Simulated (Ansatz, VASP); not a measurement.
# TiGe in two plane-wave programs

Wanted: the spread between two codes on one cell, functional and k mesh. The cell is generated by rule, not measured, and may not be a known phase. Of the first pair: The cell is taken from a series of runs on this material, whose earlier steps may have relaxed, scaled, displaced or heated it; both programs get it as it stands.

Main program and level: Ansatz 0.2.0; plane waves, with VASP 6.6.1 beside it; relaxation of cell and atoms at PBE.

## 1. Set-up

The structure is hexagonal, space group P6_3/mmc (No. 194). The conventional cell has a = 4.448 Å, b = 4.448 Å, c = 5.061 Å, α = 90.00°, β = 90.00°, γ = 120.00°. Nearest to Ti lie 5 Ge at 2.53 to 2.57 Å. Ge has 5 Ti at 2.53 to 2.57 Å nearest. Farther neighbours are not listed.

Structure file:

```cif
data_structure
_symmetry_space_group_name_H-M 'P6_3/mmc'
_symmetry_Int_Tables_number 194
_cell_length_a 4.4483
_cell_length_b 4.4483
_cell_length_c 5.0610
_cell_angle_alpha 90.000
_cell_angle_beta 90.000
_cell_angle_gamma 120.000
_cell_volume 86.73
loop_
_atom_site_label
_atom_site_type_symbol
_atom_site_symmetry_multiplicity
_atom_site_Wyckoff_symbol
_atom_site_fract_x
_atom_site_fract_y
_atom_site_fract_z
_atom_site_occupancy
Ti1 Ti 2 d 0.33333 0.66667 0.75000 1
Ge1 Ge 2 c 0.33333 0.66667 0.25000 1
```

## 2. VASP: relaxation of cell and atoms, PBE, pair 1

The relaxed volume is the usual yardstick between codes: in a stiff, nearly cubic crystal its relative difference is about their pressure difference at one cell divided by the bulk modulus.

Lines of VASP's logs that name or quote its potential files are left out, and so is its time.

INCAR reads:

```
SYSTEM = TiGe
PREC = Accurate
ENCUT = 500
EDIFF = 1E-07
NELM = 120
ISMEAR = 0
SIGMA = 0.1
LREAL = .FALSE.
ALGO = Normal
GGA = PE
NBANDS = 32
LASPH = .TRUE.
LORBIT = 11
LWAVE = .FALSE.
LCHARG = .FALSE.
ISIF = 3
IBRION = 2
NSW = 80
EDIFFG = -0.005
GGA_COMPAT = .FALSE.
NELMIN = 4
KPAR = 2
```

POSCAR reads:

```
TiGe
1.0
    4.4482960000      0.0000030000      0.0000000000
   -2.2241510000      3.8523350000      0.0000000000
    0.0000000000      0.0000000000      5.0610170000
Ti Ge
2 2
Direct
    0.3333334199      0.6666668397      0.9374999136
    0.6666667099      0.3333334199      0.4375000123
    0.3333334199      0.6666668397      0.4375000123
    0.6666667099      0.3333334199      0.9375001111
```

KPOINTS reads:

```
Automatic mesh
0
Gamma
9 9 8
0 0 0
```

Potentials, in the order of the species: Ti_sv and Ge_d (PBE family, release 64).

On the command line:

```
$ mpirun -np 2 vasp_std
```

Numbers of over 12 decimals in the logs are rounded to 6 here.

The log of the run:

```text
[banner, memory and clock lines left out]
running    2 mpi-ranks, on    1 nodes
 distrk:  each k-point on    1 cores,    2 groups
 distr:  one band on    1 cores,    1 groups

 POSCAR found type information on POSCAR TiGe
 POSCAR found :  2 types and       4 ions
 LDA part: xc-table for (Slater+PW92), standard interpolation
 POSCAR, INCAR and KPOINTS ok, starting setup
 FFT: planning ... GRIDC
 FFT: planning ... GRID_SOFT
 FFT: planning ... GRID
 WAVECAR not read
 entering main loop
       N       E                     dE             d eps       ncg     rms          rms(c)
DAV:   1     0.562365549508E+03    0.56237E+03   -0.26739E+04  4536   0.352E+03
DAV:   2     0.696169388554E+02   -0.49275E+03   -0.48299E+03  3840   0.802E+02
DAV:   3    -0.198216319210E+02   -0.89439E+02   -0.88588E+02  5320   0.222E+02
DAV:   4    -0.295278647206E+02   -0.97062E+01   -0.96505E+01  5952   0.669E+01
DAV:   5    -0.301338218386E+02   -0.60596E+00   -0.60587E+00  5304   0.125E+01    0.152E+01
DAV:   6    -0.258757269639E+02    0.42581E+01   -0.47701E+01  4952   0.417E+01    0.600E+00
DAV:   7    -0.253536489084E+02    0.52208E+00   -0.78666E+00  4936   0.198E+01    0.288E+00
DAV:   8    -0.253277558328E+02    0.25893E-01   -0.72577E-01  5416   0.597E+00    0.107E+00
DAV:   9    -0.253190616859E+02    0.86941E-02   -0.12431E-01  4896   0.246E+00    0.360E-01
DAV:  10    -0.253207578126E+02   -0.16961E-02   -0.93686E-03  5544   0.716E-01    0.975E-02
DAV:  11    -0.253206390648E+02    0.11875E-03   -0.24768E-03  5424   0.319E-01    0.578E-02
DAV:  12    -0.253206315781E+02    0.74867E-05   -0.36875E-04  5584   0.120E-01    0.126E-02
DAV:  13    -0.253206325617E+02   -0.98359E-06   -0.21106E-05  4760   0.449E-02    0.291E-03
DAV:  14    -0.253206334773E+02   -0.91558E-06   -0.19251E-06  5336   0.120E-02    0.230E-03
DAV:  15    -0.253206337400E+02   -0.26271E-06   -0.15681E-07  3680   0.272E-03    0.816E-04
DAV:  16    -0.253206336873E+02    0.52731E-07   -0.72724E-08  3080   0.227E-03
   1 F= -.25320634E+02 E0= -.25318626E+02  d E =-.253206E+02
 curvature:   0.00 expect dE= 0.000E+00 dE for cont linesearch  0.000E+00
 trial: gam= 0.00000 g(F)=  0.896E-40 g(S)=  0.126E-03 ort = 0.000E+00 (trialstep = 0.100E+01)
 search vector abs. value=  0.126E-03
 bond charge predicted
       N       E                     dE             d eps       ncg     rms          rms(c)
DAV:   1    -0.253225879322E+02   -0.19542E-02   -0.42268E-02  4808   0.246E+00    0.312E-01
DAV:   2    -0.253210721611E+02    0.15158E-02   -0.81440E-03  4720   0.864E-01    0.125E-01
DAV:   3    -0.253207212271E+02    0.35093E-03   -0.10848E-03  5400   0.266E-01    0.638E-02
DAV:   4    -0.253206415332E+02    0.79694E-04   -0.43875E-04  5952   0.132E-01    0.336E-02
DAV:   5    -0.253206417390E+02   -0.20575E-06   -0.34350E-05  5248   0.459E-02    0.253E-02
DAV:   6    -0.253206418309E+02   -0.91895E-07   -0.15253E-05  5600   0.272E-02    0.712E-03
DAV:   7    -0.253206409103E+02    0.92059E-06   -0.32349E-06  5584   0.122E-02    0.223E-03
DAV:   8    -0.253206405641E+02    0.34621E-06   -0.66652E-08  3112   0.214E-03    0.835E-04
DAV:   9    -0.253206404271E+02    0.13694E-06   -0.53945E-08  2704   0.168E-03    0.408E-04
DAV:  10    -0.253206404246E+02    0.25739E-08   -0.18734E-08  2352   0.991E-04
   2 F= -.25320640E+02 E0= -.25318614E+02  d E =-.673726E-05
 trial-energy change:   -0.000007  1 .order   -0.000008   -0.000126    0.000111
 step:   0.5265(harm=  0.5321)  dis= 0.00000  next Energy=   -25.320667 (dE=-0.332E-04)
 bond charge predicted
       N       E                     dE             d eps       ncg     rms          rms(c)
DAV:   1    -0.253210990369E+02   -0.45861E-03   -0.94502E-03  4816   0.116E+00    0.147E-01
DAV:   2    -0.253207576257E+02    0.34141E-03   -0.17942E-03  4712   0.409E-01    0.593E-02
DAV:   3    -0.253206781852E+02    0.79441E-04   -0.23599E-04  5352   0.126E-01    0.297E-02
DAV:   4    -0.253206627019E+02    0.15483E-04   -0.95161E-05  5976   0.610E-02    0.159E-02
DAV:   5    -0.253206636147E+02   -0.91279E-06   -0.76503E-06  5224   0.220E-02    0.120E-02
DAV:   6    -0.253206659565E+02   -0.23417E-05   -0.33364E-06  5304   0.129E-02    0.352E-03
DAV:   7    -0.253206663869E+02   -0.43046E-06   -0.78969E-07  4728   0.591E-03    0.108E-03
DAV:   8    -0.253206665286E+02   -0.14168E-06   -0.22003E-08  2480   0.150E-03    0.447E-04
DAV:   9    -0.253206665928E+02   -0.64236E-07   -0.16676E-08  2344   0.117E-03
   3 F= -.25320667E+02 E0= -.25318649E+02  d E =-.329056E-04
 curvature:  -0.27 expect dE=-0.212E-07 dE for cont linesearch -0.114E-09
 trial: gam= 0.00247 g(F)=  0.110E-39 g(S)=  0.798E-07 ort =-0.233E-06 (trialstep = 0.905E+00)
 search vector abs. value=  0.795E-07
 reached required accuracy - stopping structural energy minimisation
```

From OUTCAR (step 2):

```text
ion  position               nearest neighbor table
   1  0.333  0.667  0.937-   3 2.53   3 2.53   4 2.57   4 2.57   4 2.57
   2  0.667  0.333  0.438-   4 2.53   4 2.53   3 2.57   3 2.57   3 2.57
   3  0.333  0.667  0.438-   1 2.53   1 2.53   2 2.57   2 2.57   2 2.57
   4  0.667  0.333  0.938-   2 2.53   2 2.53   1 2.57   1 2.57   1 2.57

  LATTYP: Found a hexagonal cell.
 ALAT       =     4.4482960000
 C/A-ratio  =     1.1377428570

 Subroutine GETGRP returns: Found 24 space group operations
 (whereof  6 operations were pure point group operations)

The static configuration has the point symmetry C_3v.
 The point group associated with its full space group is D_6h.

 Found     60 irreducible k-points:

   k-points           NKPTS =     60   k-points in BZ     NKDIM =     60   number of bands    NBANDS=     32

   dimension x,y,z NGX =    32 NGY =   32 NGZ =   40
   dimension x,y,z NGXF=    64 NGYF=   64 NGZF=   80

   ENCUT  =  500.0 eV  36.75 Ry    6.06 a.u.   8.11  8.11  9.23*2*pi/ulx,y,z

   NELECT =      52.0000    total number of electrons

 k-points in reciprocal lattice and weights: Automatic mesh
   0.00000000  0.00000000  0.00000000       0.002
   0.11111111  0.00000000  0.00000000       0.009
   0.22222222 -0.00000000  0.00000000       0.009
   0.33333333  0.00000000  0.00000000       0.009
   0.44444444 -0.00000000  0.00000000       0.009
   0.11111111  0.11111111  0.00000000       0.009
   0.22222222  0.11111111  0.00000000       0.019
   0.33333333  0.11111111  0.00000000       0.019
   0.44444444  0.11111111  0.00000000       0.009
[...]
0.33333333  0.22222222  0.50000000       0.019
   0.33333333  0.33333333  0.50000000       0.003

 average (electrostatic) potential at core
       1 -75.9898       2 -75.9898       3 -72.9910       4 -72.9909

 E-fermi :   5.1005

 k-point     1 :       0.0000    0.0000    0.0000
  band No.  band energies     occupation
    ...
     21       2.8119      2.00000
     22       3.3768      2.00000
     23       3.3768      2.00000
     24       3.8633      2.00000
     25       3.8633      2.00000
     26       5.3416      0.00065
     27       5.3416      0.00065
     28       5.9534      0.00000
     29       6.6842      0.00000
     30       6.6842      0.00000
    ...

 k-point     2 :       0.1111    0.0000    0.0000
  band No.  band energies     occupation
    ...
     21       2.8599      2.00000
     22       3.2705      2.00000
     23       3.3752      2.00000
     24       3.7620      2.00000
     25       4.0032      2.00000
     26       5.2101      0.12140
     27       5.2877      0.00813
     28       6.0376      0.00000
     29       6.7313      0.00000
     30       6.7674      0.00000
    ...

 k-point     3 :       0.2222   -0.0000    0.0000
  band No.  band energies     occupation
    ...
     22       3.0039      2.00000
     23       3.4136      2.00000
     24       3.7007      2.00000
     25       4.3569      2.00000
     26       4.8780      1.99835
     27       5.1660      0.35442
     28       6.1515      0.00000
     29       6.8357      0.00000
     30       6.9850      0.00000
     31       7.2312      0.00000
    ...

  Total       -0.0018042     -0.0018042      0.0003198      0.0000000      0.0000000      0.0000000
  in kB       -0.0333038     -0.0333037      0.0059038      0.0000000      0.0000000      0.0000000
  external PRESSURE =      -0.0202346 kB  Pullay stress =       0.0000000 kB

  energy-cutoff  :      500.00
  volume of cell :       86.80
      direct lattice vectors                 reciprocal lattice vectors
     4.448698477  0.000003000  0.000000000     0.224784758  0.129779794 -0.000000000
    -2.224352239  3.852683555  0.000000000    -0.000000175  0.259559239 -0.000000000
     0.000000000  0.000000000  5.064243788    -0.000000000 -0.000000000  0.197462848

 POSITION                                       TOTAL-FORCE (eV/Angst)
 -----------------------------------------------------------------------------------
     -0.00000      2.56846      4.74773        -0.000000      0.000000      0.000000
      2.22435      1.28423      2.21561         0.000000     -0.000000     -0.000000
     -0.00000      2.56846      2.21561        -0.000000      0.000000      0.000000
      2.22435      1.28423      4.74773         0.000000      0.000000      0.000000
 -----------------------------------------------------------------------------------
    total drift:                                0.000001     -0.000789     -0.001240

  FREE ENERGIE OF THE ION-ELECTRON SYSTEM (eV)
  ---------------------------------------------------
  free  energy   TOTEN  =       -25.3206665928 eV

  energy  without entropy=      -25.3166319177  energy(sigma->0) =      -25.31864926

 reached required accuracy - stopping structural energy minimisation

 total charge
# of ion       s       p       d       tot
------------------------------------------
    1        2.177   6.106   1.922  10.205
    2        2.177   6.106   1.922  10.205
    3        1.167   1.366   9.995  12.528
    4        1.167   1.366   9.995  12.528
--------------------------------------------------
tot          6.688  14.943  23.833  45.464

[... 3 further parts left out ...]
```

## 3. Ansatz: relaxation of cell and atoms, PBE, pair 1

Ansatz runs on its default PAW (the set named soft_2) files.

The same cell, functional, mesh and smearing now go to Ansatz, which takes its cutoff from its data sets.

input.yaml reads:

```yaml
crystal:
  lattice:
    - [4.4482955924, 3.2113e-06, 0.0]
    - [-2.2241505773, 3.8523353809, 0.0]
    - [0.0, 0.0, 5.061017113]
  atoms:
    - { symbol: Ti, position: [0.3333333333, 0.6666666667, -0.0625038928] }
    - { symbol: Ti, position: [0.6666666667, 0.3333333333, 0.4374961072] }
    - { symbol: Ge, position: [0.3333333333, 0.6666666667, 0.4375038928] }
    - { symbol: Ge, position: [0.6666666667, 0.3333333333, 0.9375038928] }
kpoints:
  mp_grid: { grid: [9, 9, 8] }
hamiltonian:
  xc: pbe
scf:
  occupations: { method: gaussian, width: 0.1 }
output:
  forces: true
  stress: true
  eigenvalues: true
  write_density: true
  write_potential: true
  elf: true
  volumetric_format: npy
relax:
  adjacent_minimum: "off"
  f_tol: 0.005
  max_steps: 80
  cell: { stress_tol: 0.05 }
```

On the command line:

```
$ ansatz run input.yaml --threads 4 --pin off --max-ram 7168MiB --backend cpu --events-out ev --progress --plain --runs-dir out
```

The log of the run:

```text
Warning: the atoms were moved onto the symmetric positions of the space group found under crystal.symmetry.tolerance 1.0e-5 (fractional; no operation is sought that the atoms, as they stand in a round, miss by more than twice it, and no atom is moved by as much as it), and the run uses the moved positions. Before a round's move an operation carried an atom to 3.94e-5 Å from where it should land, the largest such dist [...]
Engine: ansatz 0.2.0, x86_64-unknown-linux-gnu
Pseudopotentials: kind: paw
Pseudopotential: Ti, paw, valence charge 12, recommended cutoff 420 eV (normal), Ti.paw.azcp
Pseudopotential: Ge, paw, valence charge 14, recommended cutoff 420 eV (normal), Ge.paw.azcp
Functional definition: PBE
  parameter kappa = 0.804
  parameter beta = 0.066725
  exchange = pbe_x(kappa = kappa, mu = beta*pi^2/3)
  correlation = pbe_c(beta = beta)
Crystal: 4 atoms, lattice volume = 86.727 Å³
Basis set: ecut = 420 eV, 1727 PW (Γ), exchange–correlation on 60×60×72 points (8 copies of the dense FFT grid, shifted against one another)
Bands: 32, of which v1, the nominal top of the filled ones, is band 26 counted from 1 (25 counted from 0)
Symmetry: 24 space group operations
Space group: P63/mmc (ITA 194), of the structure as read, at distance tolerance 4.4e-5 Å
k-points: 60 of 648
Non-local potential: Ti, projectors of the file, l = 0: 3, l = 1: 2, l = 2: 3, l = 3: 1
Non-local potential: Ge, projectors of the file, l = 0: 2, l = 1: 2, l = 2: 3, l = 3: 1
PAW form: soft (Blöchl's): semilocal exchange-correlation on the pseudo side does not see the compensation charge
PAW one-centre angular grid: Ti, 590 points (default); XC on 64 Gauss nodes
PAW one-centre angular grid: Ge, 590 points (default); XC on 64 Gauss nodes
Initial density: superposition of atomic densities (neutral atoms: chi_scale 0, normalization atom), corrected by the library's trained network
Initial wavefunctions: pseudopotential atomic-orbital guess
Functional: x = pbe(κ = 0.804, μ = 0.219515), c = pbe(β = 0.066725)
SCF iter   1: F=—  HF=-13589.936596 eV  |F-HF|=—  |Δ(HF+E_count)|=         —  Δρ=5.80e-3  dr2=2.68e-2  ethr=1.77e-3  ⟨swp⟩=5.3  Hψ=7688  notcnv=0
preconditioner: auto → Resta (q_TF=auto, 2.505 Å⁻¹)  ε∞=3.2  [insulator: Δε(μ)=0.121 eV  Ē_g=16.014 eV  σ=0.100 eV  W_gap=0.60  n_scr=22 (ndim 8)  ℏωp=23.9 eV  f_vac=0.052  D(μ)=0.65/eV (n_scr^D=0)  ε∞_Penn≈3.2]
SCF iter   2: F=—  HF=-13589.929242 eV  |F-HF|=—  |Δ(HF+E_count)|=   7.35e-3  Δρ=2.68e-3  dr2=5.76e-3  ethr=5.14e-5  ⟨swp⟩=2.1  Hψ=3080  notcnv=0  defer=64
SCF iter   3: F=—  HF=-13589.928256 eV  |F-HF|=—  |Δ(HF+E_count)|=   9.86e-4  Δρ=1.27e-3  dr2=1.83e-3  ethr=1.11e-5  ⟨swp⟩=2.8  Hψ=3313  notcnv=0  defer=64
SCF iter   4: F=—  HF=-13589.927992 eV  |F-HF|=—  |Δ(HF+E_count)|=   2.63e-4  Δρ=3.17e-4  dr2=4.55e-5  ethr=3.52e-6  ⟨swp⟩=2.0  Hψ=2293  notcnv=0  defer=64
SCF iter   5: F=—  HF=-13589.927978 eV  |F-HF|=—  |Δ(HF+E_count)|=   1.42e-5  Δρ=3.54e-5  dr2=1.09e-6  ethr=8.76e-8  ⟨swp⟩=2.0  Hψ=2555  notcnv=0  defer=58
SCF iter   6: F=—  HF=-13589.927980 eV  |F-HF|=—  |Δ(HF+E_count)|=   2.07e-6  Δρ=1.35e-5  dr2=1.43e-7  ethr=1.92e-10  ⟨swp⟩=11.8  Hψ=13050  notcnv=0
SCF iter   7: F=-13589.927980 eV  HF=-13589.927980 eV  |F-HF|=8.85e-9  |Δ(HF+E_count)|=   6.11e-8  Δρ=5.77e-6  dr2=2.51e-8  ethr=1.92e-10  ⟨swp⟩=7.9  Hψ=11178  notcnv=0
SCF 1 converged in 7 iterations: F = -13589.927980 eV  dr2 = 2.51e-8
  greatest PAW one-centre occupation: 0.999 electrons in one spin orbital (limit 2), on the Ti atom at site 1 (counted from 0), in its partial waves of l = 0
relax step   1: F+E_penalty+E_count = -13589.92798012 eV  Δ(F+E_penalty+E_count) = +0.000e0 eV  max|allowed force component| = 2.602e-17 eV/Å  Δτ_max = 0.0000 Å  P = +0.072 GPa  Ω = 86.727 Å³  (7 SCF iters, dr2 threshold 1.00e-7 eV, accepted)
[...]
relax step   2: F+E_penalty+E_count = -13589.92798642 eV  Δ(F+E_penalty+E_count) = -6.306e-6 eV  max|allowed force component| = 1.966e-17 eV/Å  Δτ_max = 0.0000 Å  P = -0.008 GPa  Ω = 86.811 Å³  energy of the carried Pulay correction = -1.063e-5 eV  (5 SCF iters, dr2 threshold 2.27e-8 eV, accepted)
[...]
relax step   3: F+E_penalty+E_count = -13589.92799823 eV  Δ(F+E_penalty+E_count) = -1.181e-5 eV  max|allowed force component| = 1.156e-17 eV/Å  Δτ_max = 0.0000 Å  P = -0.008 GPa  Ω = 86.811 Å³  stress off target by 8.53e-3 GPa  SCF on the basis re-selected at this cell (its energy is not comparable with the rows above)  (4 SCF iters)
basis re-selected at this cell: Δ(F+E_penalty+E_count) = -1.181e-5 eV, ΔP = -0.000 GPa vs the last step (what re-selecting the basis moved, of the pressure what is left beyond the Pulay correction that the steps carried, after the strain that the cell walked since its last selection, with what the two solves' SCF thresholds leave and, on support functions, any second-order correction that the steps lacked; it is no m [...]
SCF converged after 4 iterations
Free energy (F): -13589.927998 eV
Harris-Foulkes:  -13589.927998 eV  (|F-HF|=1.82e-12)
Internal energy: -13589.924068 eV  (E = F + TS)
E sigma→0 (E₀):  -13589.926033 eV
Entropy (-TS):   -0.003930 eV (-0.983 meV/atom)
Fermi energy:    8.966184 eV
--- Per-component energies (eV) ---
  E_band       = -681.975333
  E_kinetic    = 766.873222
  E_local      = -7118.018418  (includes V_loc(G=0)·N_el)
  E_nonlocal   = 853.069163
  E_hartree    = 3077.102266
  E_xc         = -346.269783
  E_vxc        = -373.261672  (∫ρ·V_xc dr)
  E_paw        = -6133.303274  (= ΣΔE_a)
  E_vpaw       = -964.843164  (= ΣTr[D̂ρ^β])
  E_aug_tail   = 0.000998  (compensation charges beyond the density's cutoff)
  E_ewald      = -4689.378241
  E_smearing   = -0.003930  (= −TS)
  E_closure    = -0.000000  (closes the sum)
  Σ components = -13589.927998   (vs F -13589.927998, Δ=0.00e0)
--- Forces (eV/Å), atoms counted from 1 ---
  atom   1  Ti     0.00000000     0.00000000     0.00000000
  atom   2  Ti    -0.00000000    -0.00000000     0.00000000
  atom   3  Ge    -0.00000000     0.00000000     0.00000000
  atom   4  Ge     0.00000000    -0.00000000     0.00000000
  max |Σ_I F_I| component: 6.94e-18 eV/Å
--- Stress (GPa, compression-positive) ---
       -0.007787       0.000000       0.000000
        0.000000      -0.007787      -0.000000
        0.000000      -0.000000      -0.008529
  P = ⅓ Tr σ = -0.0080 GPa (-0.080 kbar)
--- Band table (eV; the first three rows and the last of 60) ---
  k-point 0: bands = [... 22 lower, 7.2427, 7.7310, 7.7310, 9.2049, 9.2049, 9.8168, 10.5505, 10.5505, ... 2 higher]
  k-point 1: bands = [... 22 lower, 7.2185, 7.6344, 7.6344, 9.3515, 9.3515, 9.5218, 10.5824, 10.5824, ... 2 higher]
  k-point 2: bands = [... 22 lower, 7.1677, 7.4403, 7.4403, 8.7579, 9.6851, 9.6851, 10.6230, 10.6230, ... 2 higher]
  k-point 59: bands = [... 22 lower, 6.9538, 6.9538, 8.1982, 8.1982, 9.3918, 9.3918, 10.4690, 10.4690, ... 2 higher]
--- Relaxed structure (2 steps of the walk, 2 accepted, 1 SCFs on fresh bases) ---
  F+E_penalty+E_count = -13589.92799823 eV   max|allowed force component| = 1.156e-17 eV/Å   (the final SCF, on the basis selected at the relaxed cell)
  cell:  # Å, volume = 86.8112 Å³
    - [4.449684, 3.212321437465098e-6, 0.0]
    - [-2.224845, 3.853538, 0.0]
    - [0.0, 0.0, 5.062750]
  atoms:
    - { symbol: Ti, position: [0.333333, 0.666667, -0.062500] }
    - { symbol: Ti, position: [0.666667, 0.333333, 0.437500] }
    - { symbol: Ge, position: [0.333333, 0.666667, 0.437500] }
    - { symbol: Ge, position: [0.666667, 0.333333, 0.937500] }
```

## 4. Comparison

Known differences besides the potentials themselves: the cutoff is 420 eV in Ansatz and 500 eV in VASP; Ansatz adds a Pulay correction to the stress that steers its cell, VASP none. Total energies have different zeros and are not compared.

Compared:

```csv
quantity,Ansatz,VASP,difference
volume (Å³),86.81,86.80,+0.01 %
"edge a after relaxation, in the typed setting (Å)",4.450,4.449,+0.02 %
"edge c after relaxation, in the typed setting (Å)",5.063,5.064,-0.03 %
```

[end of part 1 of 2]

[Lines on the potential files, build, host, timing and source positions are cut from VASP's logs without a mark.]

[Logs are printed without paths, hosts, clocks, repeated set-up lines and the standing remarks that a program may print on its own settings, such as how far it seeks lower states.]

[Hosts, paths, dates, database ids (printed as entryN), source tags and the programs' standing remarks are cut or masked in the printed files.]
